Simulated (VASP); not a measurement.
# CaSi2Sb2 (P-3m1) in VASP: further runs

One crystal, CaSi2Sb2, is run at these levels: PBE, PBEsol, RPBE, revPBE, BLYP; tasks: band structure.

Program: VASP 6.6.1. These are calculated values, not measurements. Logs are shortened: lines on timing, memory, paths and dates and some standing lists are left out, and cuts for length are marked.

**1. The structure**

The structure is trigonal, space group P-3m1 (No. 164). Conventional cell: a = 4.997 Å, b = 4.997 Å, c = 5.862 Å, α = 90.00°, β = 90.00°, γ = 120.00°. Ca (site symmetry -3m) is surrounded by 6 Si at 3.25 Å and 6 Sb at 3.31 Å. Si (site symmetry 3m) is surrounded by 5 Sb at 2.73 to 3.13 Å. Sb (site symmetry 3m) is surrounded by 5 Si at 2.73 to 3.13 Å.

The cell was built by a generator and needn't be a form met in nature.

**2. Band structure, PBE**

POSCAR reads:

```
CaSi2Sb2
1.0
    4.9973900000      0.0000000000      0.0000000000
   -2.4987000000      4.3278700000      0.0000000000
    0.0000000000      0.0000000000      5.8616900000
Ca Si Sb
1 2 2
Direct
    0.0000000000      0.0000000000      0.0000000000
    0.3333300000      0.6666700000      0.2564800000
    0.6666700000      0.3333300000      0.7435200000
    0.3333300000      0.6666700000      0.7224000000
    0.6666700000      0.3333300000      0.2776000000
```

INCAR.step1 reads:

```
SYSTEM = CaSi2Sb2
  ALGO = Fast
  EDIFF = 1E-7
  ENCUT = 520
  GGA = PE
  ISIF = 2
  ISMEAR = -1
  LASPH = .True.
  LCHARG = .True.
  LREAL = .False.
  LWAVE = .False.
  NBANDS = 22
  NELM = 100
  PREC = Accurate
  SIGMA = 0.05
```

KPOINTS.step1 reads:

```
k-points
0
Gamma
  5 5 4
  0 0 0
```

INCAR.step2 reads:

```
SYSTEM = CaSi2Sb2
  ALGO = Fast
  EDIFF = 1E-7
  ENCUT = 520
  GGA = PE
  ICHARG = 11
  ISIF = 2
  ISMEAR = 0
  LASPH = .True.
  LCHARG = .False.
  LREAL = .False.
  LWAVE = .False.
  NBANDS = 22
  NELM = 100
  PREC = Accurate
  SIGMA = 0.05
```

KPOINTS.step2 reads:

```
path GMKGALHA,LM,KH
20
line-mode
reciprocal
 0.0000000000  0.0000000000  0.0000000000  G
 0.5000000000  0.0000000000  0.0000000000  M

 0.5000000000  0.0000000000  0.0000000000  M
 0.3333333333  0.3333333333  0.0000000000  K

 0.3333333333  0.3333333333  0.0000000000  K
 0.0000000000  0.0000000000  0.0000000000  G

 0.0000000000  0.0000000000  0.0000000000  G
 0.0000000000  0.0000000000  0.5000000000  A

 0.0000000000  0.0000000000  0.5000000000  A
 0.5000000000  0.0000000000  0.5000000000  L

 0.5000000000  0.0000000000  0.5000000000  L
 0.3333333333  0.3333333333  0.5000000000  H

 0.3333333333  0.3333333333  0.5000000000  H
 0.0000000000  0.0000000000  0.5000000000  A

 0.5000000000  0.0000000000  0.5000000000  L
 0.5000000000  0.0000000000  0.0000000000  M

 0.3333333333  0.3333333333  0.0000000000  K
 0.3333333333  0.3333333333  0.5000000000  H
```

Potentials or basis: VASP PAW PBE potentials, release 64 (Ca_sv, Si, Sb).

Started as:

```bash
cat potpaw_PBE.64/Ca_sv/POTCAR potpaw_PBE.64/Si/POTCAR potpaw_PBE.64/Sb/POTCAR > POTCAR
cp INCAR.step1 INCAR
cp KPOINTS.step1 KPOINTS
mpirun -np 1 vasp_std > vasp.out
cp INCAR.step2 INCAR
cp KPOINTS.step2 KPOINTS
mpirun -np 1 vasp_std > vasp.out
```

OUTCAR:

```text
SYSTEM = CaSi2Sb2
   EDIFF = 1E-7
   ENCUT = 520
   GGA = PE
   ICHARG = 11
   ISIF = 2
   ISMEAR = 0
   LASPH = .True.
   LREAL = .False.
   NELM = 100
   PREC = Accurate

 ion  position               nearest neighbor table
   1  0.000  0.000  0.000-   4 3.31   5 3.31   5 3.31   4 3.31   5 3.31   4 3.31
   2  0.333  0.667  0.256-   4 2.73   5 2.89   5 2.89   5 2.89   4 3.13
   3  0.667  0.333  0.744-   5 2.73   4 2.89   4 2.89   4 2.89   5 3.13
   4  0.333  0.667  0.722-   2 2.73   3 2.89   3 2.89   3 2.89   2 3.13   1 3.31   1 3.31   1 3.31

   5  0.667  0.333  0.278-   3 2.73   2 2.89   2 2.89   2 2.89   3 3.13   1 3.31   1 3.31   1 3.31

  LATTYP: Found a hexagonal cell.
 ALAT       =     4.9973900000
 C/A-ratio  =     1.1729502800

  Lattice vectors:

 A1 = (   4.9973900000,   0.0000000000,   0.0000000000)
 A2 = (  -2.4987000000,   4.3278700000,   0.0000000000)
 A3 = (   0.0000000000,   0.0000000000,   5.8616900000)

Analysis of symmetry for initial positions (statically):
=====================================================================
 Subroutine PRICEL returns:
 Original cell was already a primitive cell.

 Routine SETGRP: Setting up the symmetry group for a
 hexagonal supercell.

 Subroutine GETGRP returns: Found  4 space group operations
 (whereof  4 operations were pure point group operations)
 out of a pool of 24 trial point group operations.

The static configuration has the point symmetry C_2h.

Analysis of symmetry for dynamics (positions and initial velocities):
=====================================================================
 Subroutine PRICEL returns:
 Original cell was already a primitive cell.

 Routine SETGRP: Setting up the symmetry group for a
 hexagonal supercell.

 Subroutine GETGRP returns: Found  4 space group operations
 (whereof  4 operations were pure point group operations)
 out of a pool of 24 trial point group operations.

The dynamic configuration has the point symmetry C_2h.

 Subroutine INISYM returns: Found  4 space group operations
 (whereof  4 operations are pure point group operations),
 and found     1 'primitive' translations

----------------------------------------------------------------------------------------
[... 90 lines left out ...]
   ENCUT  =  520.0 eV  38.22 Ry    6.18 a.u.   9.29  9.29 10.90*2*pi/ulx,y,z
   NELM   =    100;   NELMIN=  2; NELMDL=  0     # of ELM steps
   EDIFF  = 0.1E-06   stopping-criterion for ELM
   LREAL  =      F    real-space projection
   EDIFFG = 0.1E-05   stopping-criterion for IOM
   NSW    =      0    number of steps for IOM
   IBRION =     -1    ionic relax: 0-MD 1-quasi-New 2-CG
   NFREE  =      0    steps in history (QN), initial steepest desc. (CG)
   ISIF   =      2    stress and relaxation
   ISYM   =      2    0-nonsym 1-usesym 2-fastsym
   POTIM  = 0.5000    time-step for ionic-motion
   TEBEG  =    0.0;   TEEND  =   0.0 temperature during run
   PSTRESS=    0.0 pullay stress
   NELECT =      28.0000    total number of electrons
   NUPDOWN=      -1.0000    fix difference up-down
   EMIN   =  10.00;   EMAX   =-10.00  energy-range for DOS
   EFERMI =   0.00;   METHOD = LEGACY
   ISMEAR =     0;   SIGMA  =   0.05  broadening in eV -4-tet -1-fermi 0-gaus
   EFERMI_NEDOS =   21; number of points for ismear=-14 and -15
   IALGO  =     68    algorithm
   IMIX   =      4    mixing-type and parameters
     AMIX     =   0.40;   BMIX     =  1.00
     AMIX_MAG =   1.60;   BMIX_MAG =  1.00
  volume/ion in A,a.u.               =      25.36       171.11
  Fermi-wavevector in a.u.,A,eV,Ry     =   0.989572  1.870020 13.323543  0.979253
  Thomas-Fermi vector in A             =   2.121180
   LORBIT       =      0    0 simple, 1 ext, 2 COOP (PROOUT), +10 PAW based schemes
   GGA     = PE    functional components
   LHFCALC =     F    Hartree Fock is set to
   AEXX    =    0.0000 exact exchange contribution
   IVDW    =     0    specifies the selected vdW correction
   LEPSILON=     F    determine dielectric tensor
   LRPA    =     F    only Hartree local field effects (RPA)
 non-spin polarized calculation
 RMM-DIIS sequential band-by-band and
 Gauss-broadening in eV      SIGMA  =   0.05
  energy-cutoff  :      520.00
  volume of cell :      126.78
 maximum number of plane-waves:      3448
 NGX is ok and might be reduce to    40

 number of electron      28.0000001 magnetization

 Free energy of the ion-electron system (eV)
  ---------------------------------------------------
  ext. energy  EPLUGINS =         0.00000000
  ---------------------------------------------------
  free energy    TOTEN  =       -20.55882159 eV

  energy without entropy =      -20.55582032  energy(sigma->0) =      -20.55732095

 E-fermi :   6.2075     XC(G=0):  -9.5112

 val. band max:        6.2013821113   @ k =   0.3596   0.2807   0.5000
 cond. band min:       6.2141119326   @ k =   0.2982   0.2982   0.5000
 fundamental gap:      0.0127298213
 Fermi energy:         6.2074691574

 k-point     1 :       0.0000    0.0000    0.0000
  band No.  band energies     occupation
      1     -35.0554      2.00000
      2     -16.1001      2.00000
      3     -16.0942      2.00000
      4     -16.0942      2.00000
      5      -5.6405      2.00000
      6      -2.7379      2.00000
[... 589 lines left out ...]
     21      10.3202      0.00000
     22      11.0811      0.00000

 [... further k-points ...]

------------------------ aborting loop because EDIFF is reached ----------------------------------------

  FORCE on cell =-STRESS in cart. coord.  units (eV):
  Direction    XX          YY          ZZ          XY          YZ          ZX
  --------------------------------------------------------------------------------------
  -------------------------------------------------------------------------------------
  Total        2.7998373     -2.3150158      0.0272034     -4.4295815     -0.1223089      0.2118453
  in kB       35.3836867    -29.2566263      0.3437906    -55.9800114     -1.5457110      2.6772515
  external PRESSURE =       2.1569503 kB  Pullay stress =       0.0000000 kB

 VOLUME and BASIS-vectors are now :
 -----------------------------------------------------------------------------
  energy-cutoff  :      520.00
  volume of cell :      126.78
      direct lattice vectors                 reciprocal lattice vectors
     4.997390000  0.000000000  0.000000000     0.200104455  0.115530504  0.000000000
    -2.498700000  4.327870000  0.000000000     0.000000000  0.231060545  0.000000000
     0.000000000  0.000000000  5.861690000     0.000000000  0.000000000  0.170599264

 POSITION                                       TOTAL-FORCE (eV/Angst)
 -----------------------------------------------------------------------------------
      0.00000      0.00000      0.00000        -0.000000      0.000000      0.000000
     -0.00003      2.88526      1.50341         0.586086     -0.338377      0.349050
      2.49872      1.44261      4.35828        -0.586086      0.338377     -0.349050
     -0.00003      2.88526      4.23448         0.603587     -0.348481     -0.322087
      2.49872      1.44261      1.62721        -0.603587      0.348481      0.322087
 -----------------------------------------------------------------------------------
    total drift:                                0.000000      0.000000      0.000000

  FREE ENERGIE OF THE ION-ELECTRON SYSTEM (eV)
  ---------------------------------------------------
  free  energy   TOTEN  =       -20.5588215935 eV

  energy  without entropy=      -20.5558203150  energy(sigma->0) =      -20.55732095
```

OUTCAR.step1:

```text
SYSTEM = CaSi2Sb2
   EDIFF = 1E-7
   ENCUT = 520
   GGA = PE
   ISIF = 2
   ISMEAR = -1
   LASPH = .True.
   LREAL = .False.
[... 835 lines left out ...]
      2.49872      1.44261      4.35828        -0.000070      0.000040      0.117252
     -0.00003      2.88526      4.23448         0.000100     -0.000058      0.120235
      2.49872      1.44261      1.62721        -0.000100      0.000058     -0.120235
 -----------------------------------------------------------------------------------
    total drift:                                0.000000      0.000000     -0.000000

  FREE ENERGIE OF THE ION-ELECTRON SYSTEM (eV)
  ---------------------------------------------------
  free  energy   TOTEN  =       -21.0105134624 eV

  energy  without entropy=      -20.9902693399  energy(sigma->0) =      -21.00039140
```

OSZICAR.step1:

```text
N       E                     dE             d eps       ncg     rms          rms(c)
DAV:   1     0.149731166674E+03    0.14973E+03   -0.11201E+04  1452   0.109E+03
DAV:   2    -0.115120080151E+02   -0.16124E+03   -0.15535E+03  1684   0.236E+02
DAV:   3    -0.207621903921E+02   -0.92502E+01   -0.89399E+01  2294   0.496E+01
[... 12 lines left out ...]
RMM:  16    -0.210105124460E+02   -0.66513E-06   -0.79804E-06  2423   0.983E-03    0.496E-03
RMM:  17    -0.210105130089E+02   -0.56294E-06   -0.41172E-06  2291   0.713E-03    0.164E-03
RMM:  18    -0.210105132200E+02   -0.21110E-06   -0.20962E-06  1926   0.451E-03    0.107E-03
RMM:  19    -0.210105133682E+02   -0.14822E-06   -0.11754E-06  1782   0.326E-03    0.584E-04
RMM:  20    -0.210105134624E+02   -0.94164E-07   -0.67444E-07  1609   0.270E-03
   1 F= -.21010513E+02 E0= -.21000391E+02  d E =-.202441E-01
```

Run time: 8.2 min. Hardware: 1 thread of Intel Xeon 6975P-C (Granite Rapids), shared host; peak memory 0.63 GiB.

What came out:

- Band gap along the path: none (metal or under the smearing width)

Levels at the corners of the path, in eV from the Fermi level:
```tsv
point	band 10	band 11	band 12	band 13	band 14	band 15	band 16	band 17	band 18	band 19
Γ	-3.96	-2.97	-1.52	-1.40	-1.40	-0.34	-0.34	0.58	0.58	1.92
M	-4.46	-3.62	-3.07	-2.46	0.05	1.41	2.01	2.11	3.05	3.37
M	-4.46	-3.62	-3.07	-2.46	0.05	1.41	2.01	2.11	3.05	3.37
K	-4.00	-4.00	-2.76	-0.53	-0.53	1.14	1.71	1.71	2.31	3.74
K	-4.00	-4.00	-2.76	-0.53	-0.53	1.14	1.71	1.71	2.31	3.74
Γ	-3.96	-2.97	-1.52	-1.40	-1.40	-0.34	-0.34	0.58	0.58	1.92
Γ	-3.96	-2.97	-1.52	-1.40	-1.40	-0.34	-0.34	0.58	0.58	1.92
A	-3.04	-2.99	-2.99	-1.84	-1.13	-0.43	-0.43	0.72	0.72	2.41
A	-3.04	-2.99	-2.99	-1.84	-1.13	-0.43	-0.43	0.72	0.72	2.41
L	-3.33	-2.26	-2.01	-1.23	0.19	0.42	1.05	1.73	2.83	3.18
L	-3.33	-2.26	-2.01	-1.23	0.19	0.42	1.05	1.73	2.83	3.18
H	-4.35	-1.04	-1.04	-0.01	-0.01	0.77	0.77	1.33	1.33	2.59
H	-4.35	-1.04	-1.04	-0.01	-0.01	0.77	0.77	1.33	1.33	2.59
A	-3.04	-2.99	-2.99	-1.84	-1.13	-0.43	-0.43	0.72	0.72	2.41
L	-3.33	-2.26	-2.01	-1.23	0.19	0.42	1.05	1.73	2.83	3.18
M	-4.46	-3.62	-3.07	-2.46	0.05	1.41	2.01	2.11	3.05	3.37
K	-4.00	-4.00	-2.76	-0.53	-0.53	1.14	1.71	1.71	2.31	3.74
H	-4.35	-1.04	-1.04	-0.01	-0.01	0.77	0.77	1.33	1.33	2.59
```

Caveat: the log is that of the step along the path at fixed density, whose energy, stress, charges and moments have no meaning; spin-orbit coupling is left out, which moves the levels of the heavy elements.

**3. Band structure, PBEsol**

POSCAR is that of step 2.

INCAR.step1, as its differences from that of step 2:

```diff
@@ -4,3 +4,3 @@
   ENCUT = 520
-  GGA = PE
+  GGA = PS
   ISIF = 2
```

KPOINTS.step1 is that of step 2.

INCAR.step2, as its differences from that of step 2:

```diff
@@ -4,3 +4,3 @@
   ENCUT = 520
-  GGA = PE
+  GGA = PS
   ICHARG = 11
```

KPOINTS.step2 is that of step 2.

Potentials or basis: VASP PAW PBE potentials, release 64 (Ca_sv, Si, Sb).

Started as:

```bash
cat potpaw_PBE.64/Ca_sv/POTCAR potpaw_PBE.64/Si/POTCAR potpaw_PBE.64/Sb/POTCAR > POTCAR
cp INCAR.step1 INCAR
cp KPOINTS.step1 KPOINTS
mpirun -np 1 vasp_std > vasp.out
cp INCAR.step2 INCAR
cp KPOINTS.step2 KPOINTS
mpirun -np 1 vasp_std > vasp.out
```

Run time: 8.5 min. Hardware: 1 thread of Intel Xeon 6975P-C (Granite Rapids), shared host; peak memory 0.63 GiB.

It converged, with:

```yaml
Band_gap_along_the_path: none (metal or under the smearing width)
```

Levels at the corners of the path, in eV from the Fermi level:
```tsv
point	band 11	band 12	band 13	band 14	band 15	band 16	band 17	band 18
Γ	-2.96	-1.50	-1.39	-1.39	-0.34	-0.34	0.58	0.58
M	-3.62	-3.09	-2.45	0.06	1.40	2.02	2.07	3.01
M	-3.62	-3.09	-2.45	0.06	1.40	2.02	2.07	3.01
K	-4.01	-2.75	-0.53	-0.53	1.08	1.72	1.72	2.27
K	-4.01	-2.75	-0.53	-0.53	1.08	1.72	1.72	2.27
Γ	-2.96	-1.50	-1.39	-1.39	-0.34	-0.34	0.58	0.58
Γ	-2.96	-1.50	-1.39	-1.39	-0.34	-0.34	0.58	0.58
A	-3.00	-3.00	-1.84	-1.14	-0.44	-0.44	0.72	0.72
A	-3.00	-3.00	-1.84	-1.14	-0.44	-0.44	0.72	0.72
L	-2.27	-2.02	-1.23	0.18	0.43	1.03	1.72	2.84
L	-2.27	-2.02	-1.23	0.18	0.43	1.03	1.72	2.84
H	-1.03	-1.03	0.00	0.00	0.76	0.76	1.32	1.32
H	-1.03	-1.03	0.00	0.00	0.76	0.76	1.32	1.32
A	-3.00	-3.00	-1.84	-1.14	-0.44	-0.44	0.72	0.72
L	-2.27	-2.02	-1.23	0.18	0.43	1.03	1.72	2.84
M	-3.62	-3.09	-2.45	0.06	1.40	2.02	2.07	3.01
K	-4.01	-2.75	-0.53	-0.53	1.08	1.72	1.72	2.27
H	-1.03	-1.03	0.00	0.00	0.76	0.76	1.32	1.32
```

Caveat: the log is that of the step along the path at fixed density, whose energy, stress, charges and moments have no meaning; the PAW data sets were made with another functional, which shifts forces and pressure a little; spin-orbit coupling is left out, which moves the levels of the heavy elements.

**4. Band structure, RPBE**

POSCAR is that of step 3.

INCAR.step1, as its differences from that of step 3:

```diff
@@ -4,3 +4,3 @@
   ENCUT = 520
-  GGA = PS
+  GGA = RP
   ISIF = 2
```

KPOINTS.step1 is that of step 3.

INCAR.step2, as its differences from that of step 3:

```diff
@@ -4,3 +4,3 @@
   ENCUT = 520
-  GGA = PS
+  GGA = RP
   ICHARG = 11
```

KPOINTS.step2 is that of step 3.

Started as:

```bash
cat potpaw_PBE.64/Ca_sv/POTCAR potpaw_PBE.64/Si/POTCAR potpaw_PBE.64/Sb/POTCAR > POTCAR
cp INCAR.step1 INCAR
cp KPOINTS.step1 KPOINTS
mpirun -np 1 vasp_std > vasp.out
cp INCAR.step2 INCAR
cp KPOINTS.step2 KPOINTS
mpirun -np 1 vasp_std > vasp.out
```

Wall time 8.2 min (1 thread of Intel Xeon 6975P-C (Granite Rapids), shared host); peak memory 0.63 GiB.

Results (log left out):

* Band gap along the path: none (metal or under the smearing width)

Levels at the corners of the path, in eV from the Fermi level:
```
point  band 11  band 12  band 13  band 14  band 15  band 16  band 17  band 18
    Γ    -2.94    -1.53    -1.42    -1.42    -0.36    -0.36     0.57     0.57
    M    -3.63    -3.07    -2.48     0.05     1.42     2.01     2.15     3.02
    M    -3.63    -3.07    -2.48     0.05     1.42     2.01     2.15     3.02
    K    -4.02    -2.78    -0.54    -0.54     1.16     1.73     1.73     2.33
    K    -4.02    -2.78    -0.54    -0.54     1.16     1.73     1.73     2.33
    Γ    -2.94    -1.53    -1.42    -1.42    -0.36    -0.36     0.57     0.57
    Γ    -2.94    -1.53    -1.42    -1.42    -0.36    -0.36     0.57     0.57
    A    -3.01    -3.01    -1.86    -1.13    -0.44    -0.44     0.70     0.70
    A    -3.01    -3.01    -1.86    -1.13    -0.44    -0.44     0.70     0.70
    L    -2.26    -2.01    -1.24     0.18     0.42     1.05     1.74     2.84
    L    -2.26    -2.01    -1.24     0.18     0.42     1.05     1.74     2.84
    H    -1.05    -1.05    -0.02    -0.02     0.77     0.77     1.33     1.33
    H    -1.05    -1.05    -0.02    -0.02     0.77     0.77     1.33     1.33
    A    -3.01    -3.01    -1.86    -1.13    -0.44    -0.44     0.70     0.70
    L    -2.26    -2.01    -1.24     0.18     0.42     1.05     1.74     2.84
    M    -3.63    -3.07    -2.48     0.05     1.42     2.01     2.15     3.02
    K    -4.02    -2.78    -0.54    -0.54     1.16     1.73     1.73     2.33
    H    -1.05    -1.05    -0.02    -0.02     0.77     0.77     1.33     1.33
```

Caveat: the log is that of the step along the path at fixed density, whose energy, stress, charges and moments have no meaning; the PAW data sets were made with another functional, which shifts forces and pressure a little; spin-orbit coupling is left out, which moves the levels of the heavy elements.

(Continued in part 2 of 2.)
